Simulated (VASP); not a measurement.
Given:

```
AsB
1.0
    0.00000     2.39977     2.39977
    2.39977     0.00000     2.39977
    2.39977     2.39977     0.00000
B As
1 1
Cartesian
  0.00000   0.00000   0.00000
  1.19989   1.19989   1.19989
```

Computed with vdW-DF-cx, VASP's PBE PAW potentials (set 64) (plane waves; VASP 6.6.1). Run with 520 eV cut-off, 11×11×11 Γ-centred mesh, tetrahedra with Blöchl corrections, potentials B As.

**Question.** What does the run give for the energy per atom (σ→0)?

**Answer.** 
- energy per atom (σ→0): -4.743 eV/atom

Only differences to runs with the same potentials and settings are physical.

The compound is BAs in the zinc blende structure. It was relaxed first.
